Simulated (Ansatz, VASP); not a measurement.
# H3C2: VASP beside Ansatz

Wanted: the spread between two codes on one cell, functional and k mesh. The cell is taken from a series of runs on this material, whose earlier steps may have relaxed, scaled, displaced or heated it; both programs get it as it stands.

Main program and level: Ansatz 0.2.0; plane waves, with VASP 6.6.1 beside it; PBEsol.

## Step 1: The structure

The structure is monoclinic, space group C2/m (No. 12). Conventional cell: a = 7.159 Å, b = 6.455 Å, c = 4.078 Å, α = 90.00°, β = 101.05°, γ = 90.00°. Nearest to C lie 3 H at 1.10 to 1.11 Å and 1 C at 1.45 Å. Nearest to C lie 2 C at 1.22 to 1.45 Å. H has 1 C at 1.11 Å nearest. H has 1 C at 1.10 Å nearest. Farther neighbours are not listed.

Coordinates:

```cif
data_structure
_symmetry_space_group_name_H-M 'C2/m'
_symmetry_Int_Tables_number 12
_cell_length_a 7.1589
_cell_length_b 6.4553
_cell_length_c 4.0782
_cell_angle_alpha 90.000
_cell_angle_beta 101.054
_cell_angle_gamma 90.000
_cell_volume 184.97
loop_
_atom_site_label
_atom_site_type_symbol
_atom_site_symmetry_multiplicity
_atom_site_Wyckoff_symbol
_atom_site_fract_x
_atom_site_fract_y
_atom_site_fract_z
_atom_site_occupancy
C1 C 4 i 0.22837 0.50000 0.72022 1
C2 C 4 i 0.41989 0.50000 0.91642 1
H1 H 8 j 0.85199 0.36158 0.22686 1
H2 H 4 i 0.23092 0.50000 0.45044 1
```

## Step 2: VASP: single point, PBEsol

With cell and atoms fixed, the geometry can't cause a difference; cores, projectors, grids and the points listed under the comparison can.

Lines of VASP's logs that name or quote its potential files are left out, and so is its time.

The input, INCAR:

```
SYSTEM = H3C2
PREC = Accurate
ENCUT = 520
EDIFF = 1E-06
NELM = 120
ISMEAR = 0
SIGMA = 0.01
LREAL = .FALSE.
ALGO = Normal
GGA = PS
NBANDS = 21
LORBIT = 11
LWAVE = .FALSE.
LCHARG = .FALSE.
ISIF = 2
LASPH = .TRUE.
GGA_COMPAT = .FALSE.
EFERMI = MIDGAP
KPAR = 2
```

The input, POSCAR:

```
H3C2
1.0
    3.5794450000     -3.2276450000      0.0000000000
    3.5794450000      3.2276450000      0.0000000000
   -0.7818911305      0.0000000000      4.0025240002
C H
4 6
Direct
    0.7283738136      0.7283738136      0.7202240705
    0.2716261864      0.2716261864      0.2797759295
    0.9198927393      0.9198927393      0.9164198281
    0.0801072607      0.0801072607      0.0835801719
    0.4904117515      0.2135666807      0.2268642570
    0.7864333193      0.5095882485      0.7731357430
    0.5095882485      0.7864333193      0.7731357430
    0.2135666807      0.4904117515      0.2268642570
    0.7309231395      0.7309231395      0.4504413159
    0.2690768605      0.2690768605      0.5495586841
```

The input, KPOINTS:

```
Automatic mesh
0
Gamma
4 4 4
0 0 0
```

The projector-augmented-wave data sets are C and H (PBE family, release 64).

Launch:

```bash
> mpirun -np 2 vasp_std
```

Numbers of over 12 decimals in the logs are rounded to 6 here.

The log of the run:

```text
[banner, memory and clock lines left out]
running    2 mpi-ranks, on    1 nodes
 distrk:  each k-point on    1 cores,    2 groups
 distr:  one band on    1 cores,    1 groups

 POSCAR found type information on POSCAR C H
 POSCAR found :  2 types and      10 ions
|                                                                             |
|               ----> ADVICE to this user running VASP <----                  |
|                                                                             |
|     You enforced a specific xc type in the INCAR file but a different       |
|     [... a line on the potential file left out ...]
|     I HOPE YOU KNOW WHAT YOU ARE DOING!                                     |
|                                                                             |

 LDA part: xc-table for (Slater+PW92), standard interpolation
 POSCAR, INCAR and KPOINTS ok, starting setup
 FFT: planning ... GRIDC
 FFT: planning ... GRID_SOFT
 FFT: planning ... GRID
 WAVECAR not read
 entering main loop
       N       E                     dE             d eps       ncg     rms          rms(c)
DAV:   1     0.426357869620E+02    0.42636E+02   -0.94410E+03  1008   0.876E+02
DAV:   2    -0.572435492892E+02   -0.99879E+02   -0.96062E+02  1278   0.179E+02
DAV:   3    -0.635524574895E+02   -0.63089E+01   -0.62736E+01  1261   0.426E+01
DAV:   4    -0.636324237964E+02   -0.79966E-01   -0.79917E-01  1313   0.567E+00
DAV:   5    -0.636333574887E+02   -0.93369E-03   -0.93358E-03  1320   0.576E-01    0.127E+01
DAV:   6    -0.583727536525E+02    0.52606E+01   -0.67867E+00  1172   0.136E+01    0.645E+00
DAV:   7    -0.575708337572E+02    0.80192E+00   -0.25837E+00  1357   0.859E+00    0.292E+00
DAV:   8    -0.575329864840E+02    0.37847E-01   -0.19885E-01  1162   0.243E+00    0.404E-01
DAV:   9    -0.575313352601E+02    0.16512E-02   -0.25200E-02  1232   0.875E-01    0.183E-01
DAV:  10    -0.575329442971E+02   -0.16090E-02   -0.30874E-03  1187   0.332E-01    0.725E-02
DAV:  11    -0.575333465151E+02   -0.40222E-03   -0.50726E-04  1296   0.152E-01    0.568E-02
DAV:  12    -0.575333478818E+02   -0.13666E-05   -0.20503E-04  1271   0.748E-02    0.128E-02
DAV:  13    -0.575333584762E+02   -0.10594E-04   -0.24504E-05  1207   0.314E-02    0.420E-03
DAV:  14    -0.575333586742E+02   -0.19797E-06   -0.17854E-06  1189   0.923E-03
   1 F= -.57533359E+02 E0= -.57533359E+02  d E =0.000000E+00
```

From OUTCAR (step 2):

```text
ion  position               nearest neighbor table
   1  0.728  0.728  0.720-   9 1.10   7 1.11   6 1.11   3 1.45
   2  0.272  0.272  0.280-  10 1.10   8 1.11   5 1.11   4 1.45
   3  0.920  0.920  0.916-   4 1.22   1 1.45
   4  0.080  0.080  0.084-   3 1.22   2 1.45
   5  0.490  0.214  0.227-   2 1.11
   6  0.786  0.510  0.773-   1 1.11
   7  0.510  0.786  0.773-   1 1.11
   8  0.214  0.490  0.227-   2 1.11
   9  0.731  0.731  0.450-   1 1.10
  10  0.269  0.269  0.550-   2 1.10

  LATTYP: Found a base centered monoclinic cell.
 ALAT       =     7.1588900000
 B/A-ratio  =     0.9017166069
 C/A-ratio  =     0.5696665265
 COS(beta)  =    -0.1917255076

 Subroutine GETGRP returns: Found  4 space group operations
 (whereof  4 operations were pure point group operations)

The static configuration has the point symmetry C_2h.

 Found     24 irreducible k-points:

   k-points           NKPTS =     24   k-points in BZ     NKDIM =     24   number of bands    NBANDS=     21

   dimension x,y,z NGX =    36 NGY =   36 NGZ =   30
   dimension x,y,z NGXF=    72 NGYF=   72 NGZF=   60

   ENCUT  =  520.0 eV  38.22 Ry    6.18 a.u.   8.96  8.96  7.58*2*pi/ulx,y,z

   NELECT =      22.0000    total number of electrons

 k-points in reciprocal lattice and weights: Automatic mesh
   0.00000000  0.00000000  0.00000000       0.016
   0.25000000 -0.00000000  0.00000000       0.062
   0.50000000 -0.00000000  0.00000000       0.031
   0.25000000  0.25000000 -0.00000000       0.031
   0.50000000  0.25000000  0.00000000       0.062
  -0.25000000  0.25000000  0.00000000       0.031
   0.50000000  0.50000000 -0.00000000       0.016
   0.00000000  0.00000000  0.25000000       0.031
   0.25000000 -0.00000000  0.25000000       0.062
[...]
-0.25000000  0.25000000  0.50000000       0.031
   0.50000000  0.50000000  0.50000000       0.016

 average (electrostatic) potential at core
       1 -54.7873       2 -54.7873       3 -54.6252       4 -54.6252       5 -37.2627
       6 -37.2627       7 -37.2627       8 -37.2627       9 -37.2864      10 -37.2864

 E-fermi :   0.8496

 k-point     1 :       0.0000    0.0000    0.0000
  band No.  band energies     occupation
    ...
      7      -5.7285      2.00000
      8      -5.6584      2.00000
      9      -5.6476      2.00000
     10      -2.8915      2.00000
     11      -2.4608      2.00000
     12       3.1024      0.00000
     13       4.1333      0.00000
     14       5.0823      0.00000
     15       6.5731      0.00000
     16       7.6143      0.00000
    ...

 k-point     2 :       0.2500   -0.0000    0.0000
  band No.  band energies     occupation
    ...
      7      -5.8540      2.00000
      8      -5.7400      2.00000
      9      -5.6724      2.00000
     10      -2.5720      2.00000
     11      -2.1865      2.00000
     12       3.5358      0.00000
     13       3.8782      0.00000
     14       4.7173      0.00000
     15       6.2382      0.00000
     16       7.4186      0.00000
    ...

 k-point     3 :       0.5000   -0.0000    0.0000
  band No.  band energies     occupation
    ...
      7      -6.0941      2.00000
      8      -5.7718      2.00000
      9      -5.6750      2.00000
     10      -2.4342      2.00000
     11      -1.7128      2.00000
     12       3.5174      0.00000
     13       3.9040      0.00000
     14       4.9183      0.00000
     15       5.5575      0.00000
     16       7.0776      0.00000
    ...

  Total        0.1235480     -0.1435697      0.1459186      0.0000000      0.0000000      0.1134974
  in kB        2.1403304     -2.4871852      2.5278771      0.0000000      0.0000000      1.9662154
  external PRESSURE =       0.7270074 kB  Pullay stress =       0.0000000 kB

  energy-cutoff  :      520.00
  volume of cell :       92.48
      direct lattice vectors                 reciprocal lattice vectors
     3.579445000 -3.227645000  0.000000000     0.139686460 -0.154911708  0.027287682
     3.579445000  3.227645000  0.000000000     0.139686460  0.154911708  0.027287682
    -0.781891131  0.000000000  4.002524000     0.000000000  0.000000000  0.249842349

 POSITION                                       TOTAL-FORCE (eV/Angst)
 -----------------------------------------------------------------------------------
      4.65121      0.00000      2.88271        -0.011000      0.000000      0.007455
      1.72579      0.00000      1.11981         0.011000      0.000000     -0.007455
      5.86887      0.00000      3.66799        -0.027084      0.000000     -0.003277
      0.50813      0.00000      0.33453         0.027084      0.000000      0.003277
      2.34247     -0.89356      0.90803         0.007500     -0.000898     -0.003440
      4.03453     -0.89356      3.09449        -0.007500     -0.000898      0.003440
      4.03453      0.89356      3.09449        -0.007500      0.000898      0.003440
      2.34247      0.89356      0.90803         0.007500      0.000898     -0.003440
      4.88040      0.00000      1.80290         0.014958      0.000000     -0.009100
      1.49660      0.00000      2.19962        -0.014958      0.000000      0.009100
 -----------------------------------------------------------------------------------
    total drift:                                0.000000      0.000000     -0.000000

  FREE ENERGIE OF THE ION-ELECTRON SYSTEM (eV)
  ---------------------------------------------------
  free  energy   TOTEN  =       -57.5333586742 eV

  energy  without entropy=      -57.5333586742  energy(sigma->0) =      -57.53335867

 total charge
# of ion       s       p       d       tot
------------------------------------------
    1        0.831   1.811   0.000   2.641
    2        0.831   1.811   0.000   2.641
    3        0.893   1.756   0.000   2.649
    4        0.893   1.756   0.000   2.649
    5        0.618   0.044   0.000   0.662
    6        0.618   0.044   0.000   0.662
    7        0.618   0.044   0.000   0.662
    8        0.618   0.044   0.000   0.662
    9        0.621   0.043   0.000   0.665
   10        0.621   0.043   0.000   0.665
--------------------------------------------------
tot          7.163   7.395   0.000  14.557

[... 3 further parts left out ...]
```

The run ends at a pressure of 0.07 GPa, with forces up to 0.027 eV/Å.

## Step 3: Ansatz: single point, PBEsol

Ansatz runs on its PAW soft_1 files.

The same cell, functional and mesh now go to Ansatz, which takes its cutoff from its data sets.

The input, input.yaml:

```yaml
crystal:
  lattice:
    - [3.579445, -3.227645, 0.0]
    - [3.579445, 3.227645, 0.0]
    - [-0.7818911305, 0.0, 4.0025240002]
  atoms:
    - { symbol: C, position: [0.7283738136, 0.7283738136, 0.7202240705] }
    - { symbol: C, position: [0.2716261864, 0.2716261864, 0.2797759295] }
    - { symbol: C, position: [0.9198927393, 0.9198927393, 0.9164198281] }
    - { symbol: C, position: [0.0801072607, 0.0801072607, 0.0835801719] }
    - { symbol: H, position: [0.4904117515, 0.2135666807, 0.226864257] }
    - { symbol: H, position: [0.7864333193, 0.5095882485, 0.773135743] }
    - { symbol: H, position: [0.5095882485, 0.7864333193, 0.773135743] }
    - { symbol: H, position: [0.2135666807, 0.4904117515, 0.226864257] }
    - { symbol: H, position: [0.7309231395, 0.7309231395, 0.4504413159] }
    - { symbol: H, position: [0.2690768605, 0.2690768605, 0.5495586841] }
kpoints:
  mp_grid: { grid: [4, 4, 4] }
scf:
  occupations: { method: fixed }
hamiltonian:
  xc: pbesol
  pseudopotentials: { kind: paw, azcp: { folder: soft_1 }, xc_functional: pbe }
output:
  forces: false
  stress: false
  efg: { quadrupole_moments_barn: { H: 0.00285783 } }
  write_density: true
  write_potential: true
  elf: true
  volumetric_format: npy
```

Launch:

```bash
> ansatz run input.yaml --threads 4 --pin off --max-ram 8192MiB --backend cpu --events-out ev --progress --plain --runs-dir out
```

The log of the run:

```text
Engine: ansatz 0.2.0, aarch64-unknown-linux-gnu
Pseudopotentials: kind: paw
Pseudopotential: C, paw, valence charge 4, recommended cutoff 420 eV (normal), soft_1/C.paw.azcp
Pseudopotential: H, paw, valence charge 1, recommended cutoff 420 eV (normal), soft_1/H.paw.azcp
Functional definition: PBEsol
  exchange = pbesol_x
  correlation = pbesol_c
Crystal: 10 atoms, lattice volume = 92.484 Å³
Basis set: ecut = 420 eV, 1795 PW (Γ)
Bands: 21, of which v1, the nominal top of the filled ones, is band 11 counted from 1 (10 counted from 0)
Symmetry: 4 space group operations
Space group: C2/m (ITA 12), of the structure as read, at distance tolerance 4.5e-5 Å
k-points: 24 of 64
Non-local potential: C, projectors of the file, l = 0: 2, l = 1: 2, l = 2: 1
Non-local potential: H, projectors of the file, l = 0: 2, l = 1: 1
PAW form: soft (Blöchl's): semilocal exchange-correlation on the pseudo side does not see the compensation charge
PAW frozen core: C, regenerated for the run's functional, and the local potential with it (the file was generated under x = pbe(κ = 0.804, μ = 0.219515), c = pbe(β = 0.066725))
PAW one-centre angular grid: C, 110 points (default); XC on 64 Gauss nodes
PAW one-centre angular grid: H, 110 points (default); XC on 64 Gauss nodes
Initial density: superposition of atomic densities (chi_scale 0.1, normalization cell, long waves kept (reshape's long-wave potential 0.10 eV rms))
Initial wavefunctions: pseudopotential atomic-orbital guess
Functional: x = pbesol(κ = 0.804, μ = 0.123457), c = pbesol(β = 0.046)
SCF iter   1: F=—  HF=-1085.277762 eV  |F-HF|=—  |Δ(HF+E_count)|=         —  Δρ=1.20e-1  dr2=1.47e1  ethr=3.10e-3  ⟨swp⟩=4.5  Hψ=2193  notcnv=0  defer=156
preconditioner: auto → none  [insulator: Δε(μ)=6.014 eV  Ē_g=16.084 eV  n_scr=16 (ndim 8)  ℏωp=18.1 eV  f_vac=0.000  ε∞_Penn≈2.3]
SCF iter   2: F=—  HF=-1080.132874 eV  |F-HF|=—  |Δ(HF+E_count)|=    5.14e0  Δρ=4.61e-2  dr2=9.94e-1  ethr=3.10e-3  ⟨swp⟩=3.7  Hψ=1341  notcnv=0  defer=184
SCF iter   3: F=—  HF=-1079.871440 eV  |F-HF|=—  |Δ(HF+E_count)|=   2.61e-1  Δρ=1.59e-2  dr2=1.25e-1  ethr=3.10e-3  ⟨swp⟩=2.3  Hψ=774  notcnv=0  defer=188
SCF iter   4: F=—  HF=-1079.847653 eV  |F-HF|=—  |Δ(HF+E_count)|=   2.38e-2  Δρ=2.54e-3  dr2=7.40e-3  ethr=5.69e-4  ⟨swp⟩=2.2  Hψ=685  notcnv=0  defer=191
SCF iter   5: F=—  HF=-1079.846072 eV  |F-HF|=—  |Δ(HF+E_count)|=   1.58e-3  Δρ=8.81e-4  dr2=6.63e-4  ethr=3.36e-5  ⟨swp⟩=2.6  Hψ=980  notcnv=0  defer=192
SCF iter   6: F=—  HF=-1079.846027 eV  |F-HF|=—  |Δ(HF+E_count)|=   4.51e-5  Δρ=2.00e-4  dr2=2.58e-5  ethr=3.01e-6  ⟨swp⟩=2.0  Hψ=665  notcnv=0  defer=192
SCF iter   7: F=—  HF=-1079.846045 eV  |F-HF|=—  |Δ(HF+E_count)|=   1.83e-5  Δρ=2.94e-5  dr2=4.93e-7  ethr=1.17e-7  ⟨swp⟩=2.5  Hψ=712  notcnv=0  defer=88
SCF iter   8: F=-1079.846046 eV  HF=-1079.846046 eV  |F-HF|=7.38e-9  |Δ(HF+E_count)|=   5.20e-7  Δρ=3.69e-6  dr2=9.71e-9  ethr=4.55e-10  ⟨swp⟩=9.7  Hψ=2749  notcnv=0
SCF 1 converged in 8 iterations: F = -1079.846046 eV  dr2 = 9.71e-9
  greatest PAW one-centre occupation: 0.687 electrons in one spin orbital (limit 2), on the C atom at site 3 (counted from 0), in its partial waves of l = 0
SCF converged after 8 iterations
Free energy (F): -1079.846046 eV
Harris-Foulkes:  -1079.846046 eV  (|F-HF|=7.38e-9)
Internal energy: -1079.846046 eV  (E = F + TS)
E sigma→0 (E₀):  -1079.846046 eV
Fermi energy:    -0.357306 eV
--- Per-component energies (eV) ---
  E_band       = -146.635400
  E_kinetic    = 429.897416
  E_local      = -931.244574  (includes V_loc(G=0)·N_el)
  E_nonlocal   = 98.623659
  E_hartree    = 293.850519
  E_xc         = -236.044608
  E_vxc        = -294.749411  (∫ρ·V_xc dr)
  E_paw        = -388.766390  (= ΣΔE_a)
  E_vpaw       = -36.857091  (= ΣTr[D̂ρ^β])
  E_aug_tail   = -0.006265  (compensation charges beyond the density's cutoff)
  E_ewald      = -346.240205
  E_core_change = 0.084402  (= ΣΔE_core)
  E_smearing   = -0.000000  (= −TS)
  E_closure    = -0.000000  (closes the sum)
  Σ components = -1079.846046   (vs F -1079.846046, Δ=0.00e0)
--- PAW observables at the nuclei: V_zz in 10²¹ V/m², potentials from the cell's mean, atoms counted from 1 ---
  atom   1  C  V_zz =    +1.262428   η = 0.0169   by run symmetry: allowed
            electrostatic potential = -407.051579 V   contact ρ = none
  atom   2  C  V_zz =    +1.262428   η = 0.0169   by run symmetry: allowed
            electrostatic potential = -407.051579 V   contact ρ = none
  atom   3  C  V_zz =    -2.009064   η = 0.0332   by run symmetry: allowed
            electrostatic potential = -407.712009 V   contact ρ = none
  atom   4  C  V_zz =    -2.009064   η = 0.0332   by run symmetry: allowed
            electrostatic potential = -407.712009 V   contact ρ = none
  atom   5  H  V_zz =    +2.576705   η = 0.0346   by run symmetry: allowed   C_q = +0.1781 MHz
            electrostatic potential = -34.821385 V   contact ρ = none
  atom   6  H  V_zz =    +2.576705   η = 0.0346   by run symmetry: allowed   C_q = +0.1781 MHz
            electrostatic potential = -34.821385 V   contact ρ = none
  atom   7  H  V_zz =    +2.576705   η = 0.0346   by run symmetry: allowed   C_q = +0.1781 MHz
            electrostatic potential = -34.821385 V   contact ρ = none
  atom   8  H  V_zz =    +2.576705   η = 0.0346   by run symmetry: allowed   C_q = +0.1781 MHz
            electrostatic potential = -34.821385 V   contact ρ = none
  atom   9  H  V_zz =    +2.663511   η = 0.0240   by run symmetry: allowed   C_q = +0.1841 MHz
            electrostatic potential = -34.839195 V   contact ρ = none
  atom  10  H  V_zz =    +2.663511   η = 0.0240   by run symmetry: allowed   C_q = +0.1841 MHz
            electrostatic potential = -34.839195 V   contact ρ = none
--- Band table (eV; the first three rows and the last of 24) ---
  k-point 0: bands = [... 7 lower, -4.6193, -4.6106, -1.8457, -1.4151, 4.1424, 5.1758, 6.1229, 7.6160, ... 6 higher]
  k-point 1: bands = [... 7 lower, -5.0382, -4.6869, -1.6834, -1.1131, 4.8431, 5.4751, 5.6683, 7.9994, ... 6 higher]
  k-point 2: bands = [... 7 lower, -5.0128, -4.8406, -1.5056, -0.9730, 4.9181, 5.3725, 6.7825, 7.3738, ... 6 higher]
  k-point 23: bands = [... 7 lower, -5.1709, -4.9359, -0.6116, -0.3573, 5.5994, 5.6081, 7.6650, 7.7079, ... 6 higher]
```

## Step 4: Differences

Known differences besides the potentials themselves: fixed occupations in Ansatz, narrow Gaussian smearing in VASP; the cutoff is 420 eV in Ansatz and 520 eV in VASP; Ansatz makes its cores anew for this functional, VASP keeps those of its PBE data sets. Total energies have different zeros and are not compared.

Both answers:

| quantity | Ansatz | VASP | difference |
| --- | --- | --- | --- |
| gap on the k mesh (eV) | 4.500 | 4.506 | -0.006 |

A gap on the mesh is an upper bound, since the band edges may lie between its points.

## Step 5: What came out

```yaml
difference_in_gap_on_the_k_mesh_single_point_pbesol: -0.0059 eV
```

**Reading.** The difference in gap on the k mesh is -0.0059 eV (single point, PBEsol), within the 0.08 eV picked in this series as the mark of a large difference. Such differences can come from data sets, numerical settings and the points named under the comparisons, not from the functional's error against experiment.

[Lines on the potential files, build, host, timing and source positions are cut from VASP's logs without a mark.]

[Logs are printed without paths, hosts, clocks, repeated set-up lines and the standing remarks that a program may print on its own settings, such as how far it seeks lower states.]

[Hosts, paths, dates, database ids (printed as entryN), source tags and the programs' standing remarks are cut or masked in the printed files.]
